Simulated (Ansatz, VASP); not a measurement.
**TaN in two plane-wave programs**

Aim: how closely do two programs agree when they are given the same cell, functional and k mesh? The cell is taken from a series of runs on this material, whose earlier steps may have relaxed, scaled, displaced or heated it; both programs get it as it stands.

Calculated with Ansatz 0.2.0; plane waves, with VASP 6.6.1 beside it; zone-centre phonons at PBEsol.

## (1) The structure

Symmetry: P-6m2, No. 187, hexagonal system. Conventional cell: a = 2.909 Å, b = 2.909 Å, c = 2.957 Å, α = 90.00°, β = 90.00°, γ = 120.00°. Nearest to N lie 6 Ta at 2.24 Å. Ta has 6 N at 2.24 Å nearest. Farther neighbours and most contacts between anions are not listed.

As a file:

```cif
data_structure
_symmetry_space_group_name_H-M 'P 1'
_symmetry_Int_Tables_number 1
_cell_length_a 2.9092
_cell_length_b 2.9092
_cell_length_c 2.9567
_cell_angle_alpha 90.000
_cell_angle_beta 90.000
_cell_angle_gamma 120.000
_cell_volume 21.67
loop_
_atom_site_label
_atom_site_type_symbol
_atom_site_fract_x
_atom_site_fract_y
_atom_site_fract_z
_atom_site_occupancy
N1 N 0.66667 0.33333 0.00000 1
Ta2 Ta 0.00000 0.00000 0.50000 1
```

## (2) Ansatz: zone-centre phonons, PBEsol

Ansatz runs on its PAW soft_1 files.

Second derivatives magnify differences that forces hide, and they need a tight electronic threshold.

The input, input.yaml:

```yaml
crystal:
  lattice:
    - [2.909154128, 0.0, 0.0]
    - [-1.454577064, 2.5194013784, 0.0]
    - [0.0, 0.0, 2.9567248527]
  atoms:
    - { symbol: "N", position: [0.6666666672, 0.3333333328, 0.0] }
    - { symbol: Ta, position: [-6.0e-10, 6.0e-10, 0.5] }
kpoints:
  mp_grid: { grid: [18, 18, 16] }
hamiltonian:
  xc: pbesol
  pseudopotentials: { kind: paw, azcp: { folder: soft_1 }, xc_functional: pbe }
scf:
  occupations: { method: methfessel_paxton, width: 0.2 }
output:
  eigenvalues: true
phonons:
  method: dfpt
```

Started as:

```console
ansatz run input.yaml --threads 4 --pin off --max-ram 10240MiB --backend cpu --events-out ev --progress --plain --runs-dir out
```

Numbers of over 12 decimals in the logs are rounded to 6 here.

Output:

```text
zone centre: on kpoints.mp_grid the ground state, and the responses unless they are solved on pairs of k-points, stand on 819 of the mesh's 5184 k-points, reduced under 4 symmetry operations, with k and −k counted as one. Each operation leaves every solved displacement unchanged or reverses it
Engine: ansatz 0.2.0, x86_64-unknown-linux-gnu
Pseudopotentials: kind: paw
Pseudopotential: N, paw, valence charge 5, recommended cutoff 420 eV (normal), soft_1/N.paw.azcp
Pseudopotential: Ta, paw, valence charge 13, recommended cutoff 420 eV (normal), soft_1/Ta.paw.azcp
Functional definition: PBEsol
  exchange = pbesol_x
  correlation = pbesol_c
Crystal: 2 atoms, lattice volume = 21.671 Å³
Basis set: ecut = 420 eV, 405 PW (Γ), exchange–correlation on 40×40×40 points (8 copies of the dense FFT grid, shifted against one another)
Bands: 13, of which v1, the nominal top of the filled ones, is band 9 counted from 1 (8 counted from 0)
Symmetry: 12 space group operations
k-points: 819 of 5184 (irreducible under 4 space group operations, time reversal used)
Non-local potential: N, projectors of the file, l = 0: 2, l = 1: 2, l = 2: 1
Non-local potential: Ta, projectors of the file, l = 0: 3, l = 1: 2, l = 2: 2, l = 3: 1
PAW form: soft (Blöchl's): semilocal exchange-correlation on the pseudo side does not see the compensation charge
PAW frozen core: N, regenerated for the run's functional, and the local potential with it (the file was generated under x = pbe(κ = 0.804, μ = 0.219515), c = pbe(β = 0.066725))
PAW frozen core: Ta, regenerated for the run's functional, and the local potential with it (the file was generated under x = pbe(κ = 0.804, μ = 0.219515), c = pbe(β = 0.066725))
PAW one-centre angular grid: N, 110 points (default); XC on 64 Gauss nodes
PAW one-centre angular grid: Ta, 590 points (default); XC on 64 Gauss nodes
Initial density: superposition of atomic densities (chi_scale 0.1, normalization cell, long waves kept (reshape's long-wave potential 0.00 eV rms))
Initial wavefunctions: pseudopotential atomic-orbital guess
Functional: x = pbesol(κ = 0.804, μ = 0.123457), c = pbesol(β = 0.046)
SCF iter   1: F=—  HF=-10188.550558 eV  |F-HF|=—  |Δ(HF+E_count)|=         —  Δρ=4.90e-2  dr2=3.00e-1  ethr=3.10e-3  ⟨swp⟩=5.0  Hψ=53136  notcnv=0
preconditioner: auto → none  [metal: Δε(μ)=0.049 eV  Ē_g=11.015 eV  σ=0.200 eV  W_gap=0.20  n_scr=8 (ndim 8)  ℏωp=25.2 eV  f_vac=0.000  D(μ)=0.06/eV (n_scr^D=0)  sad-step TF]
SCF iter   2: F=—  HF=-10188.533869 eV  |F-HF|=—  |Δ(HF+E_count)|=   1.67e-2  S|Δr|=    0.00e0  Δρ=3.05e-2  dr2=1.28e-1  ethr=1.66e-3  ⟨swp⟩=1.0  Hψ=17199  notcnv=0
SCF iter   3: F=—  HF=-10188.514592 eV  |F-HF|=—  |Δ(HF+E_count)|=   1.93e-2  S|Δr|=    0.00e0  Δρ=1.60e-3  dr2=2.63e-4  ethr=7.12e-4  ⟨swp⟩=2.9  Hψ=16175  notcnv=0
SCF iter   4: F=—  HF=-10188.514648 eV  |F-HF|=—  |Δ(HF+E_count)|=   5.63e-5  S|Δr|=    0.00e0  Δρ=3.84e-4  dr2=2.59e-5  ethr=1.46e-6  ⟨swp⟩=2.4  Hψ=16700  notcnv=0
SCF iter   5: F=—  HF=-10188.514644 eV  |F-HF|=—  |Δ(HF+E_count)|=   4.52e-6  S|Δr|=    0.00e0  Δρ=4.36e-5  dr2=2.72e-7  ethr=1.44e-7  ⟨swp⟩=2.0  Hψ=14288  notcnv=0
SCF iter   6: F=—  HF=-10188.514644 eV  |F-HF|=—  |Δ(HF+E_count)|=   2.46e-7  S|Δr|=    0.00e0  Δρ=7.73e-6  dr2=3.95e-9  ethr=1.51e-9  ⟨swp⟩=2.0  Hψ=16765  notcnv=0
SCF iter   7: F=—  HF=-10188.514644 eV  |F-HF|=—  |Δ(HF+E_count)|=  8.55e-10  S|Δr|=    0.00e0  Δρ=1.16e-6  dr2=7.00e-11  ethr=2.19e-11  ⟨swp⟩=3.0  Hψ=17979  notcnv=0
SCF iter   8: F=-10188.514644 eV  HF=-10188.514644 eV  |F-HF|=1.82e-12  |Δ(HF+E_count)|=  5.09e-11  S|Δr|=    0.00e0  Δρ=5.91e-8  dr2=4.84e-13  ethr=1.00e-12  ⟨swp⟩=5.9  Hψ=44805  notcnv=0
SCF 1 converged in 8 iterations: F = -10188.514644 eV  dr2 = 4.84e-13
  greatest PAW one-centre occupation: 0.999 electrons in one spin orbital (limit 2), on the Ta atom at site 1 (counted from 0), in its partial waves of l = 0
DFPT response loops at Γ: preconditioner auto → Kerker (q_TF=auto, 2.645 Å⁻¹) (partly filled bands, converged f_vac=0.000); β = 1.00, the filter's whole step (`scf.mixing.beta` (0.50) is not read by the response loops under this deck's `scf.mixing.preconditioner`; to damp them name `kerker` or `kerker_dos`, under which they read `scf.mixing.beta`, and type it under 1.00, their step now; both keys bind the ground state too); Broyden in place of MSR1
SCF converged after 8 iterations
Stability not checked: this state was not tested for a lower state beside it, because cold or Methfessel-Paxton smearing, or corrected tetrahedra, fill the levels in a way that the test cannot read (fill_not_monotonic; see scf.lower_state_search)
Free energy (F): -10188.514644 eV
Harris-Foulkes:  -10188.514644 eV  (|F-HF|=1.82e-12)
Internal energy: -10188.514881 eV  (E = F + TS)
E sigma→0 (E₀):  -10188.514703 eV
Entropy (-TS):   0.000238 eV (0.119 meV/atom)
Fermi energy:    19.786405 eV
--- Per-component energies (eV) ---
  E_band       = -58.360445
  E_kinetic    = 521.932811
  E_local      = -591.506130  (includes V_loc(G=0)·N_el)
  E_nonlocal   = 26.318358
  E_hartree    = 209.824879
  E_xc         = -378.625915
  E_vxc        = -309.688369  (∫ρ·V_xc dr)
  E_paw        = -8304.412395  (= ΣΔE_a)
  E_vpaw       = -125.067819  (= ΣTr[D̂ρ^β])
  E_aug_tail   = 0.000951  (compensation charges beyond the density's cutoff)
  E_ewald      = -1672.289253
  E_core_change = 0.241812  (= ΣΔE_core)
  E_smearing   = 0.000238  (= −TS)
  E_closure    = 0.000000  (closes the sum)
  Σ components = -10188.514644   (vs F -10188.514644, Δ=0.00e0)
--- Band table (eV; the first three rows and the last of 819) ---
  k-point 0: bands = [... 5 lower, 15.5234, 15.5750, 15.5750, 16.7155, 22.2795, 23.2016, 23.2016, 23.7385]
  k-point 1: bands = [... 5 lower, 15.1607, 15.6056, 15.6056, 17.0265, 22.4172, 22.6865, 22.6865, 24.1280]
  k-point 2: bands = [... 5 lower, 14.4360, 15.6938, 15.6938, 17.6353, 21.9510, 21.9510, 22.7953, 24.4840]
  k-point 818: bands = [... 5 lower, 12.4203, 13.0947, 15.6993, 18.6792, 23.9942, 24.5315, 25.8694, 26.8690]
--- Phonons (Γ-DFPT): 4 representative perturbations + reference, on 819 of 5184 k-points (Σ response iterations 12) ---
  k mesh reduced under 4 symmetry operations, with k and −k counted as one. Each operation leaves every solved displacement unchanged or reverses it
  ASR residual: 4.227e-5 → 0.000e0 eV/Å²; symmetrization residual: 1.059e-6 eV/Å²
  ASR residual per site (eV/Å²): 2.30e-5 4.23e-5
  Γ frequencies (cm⁻¹): 0.00 0.00 0.00 501.92 504.86 504.86
  non-analytic LO–TO correction: not included (Born effective charges unavailable; polar crystals: no LO–TO splitting at Γ)
```

(Continued in part 2 of 2.)

[Lines on the potential files, build, host, timing and source positions are cut from VASP's logs without a mark.]

[Logs are printed without paths, hosts, clocks, repeated set-up lines and the standing remarks that a program may print on its own settings, such as how far it seeks lower states.]

[Hosts, paths, dates, database ids (printed as entryN), source tags and the programs' standing remarks are cut or masked in the printed files.]
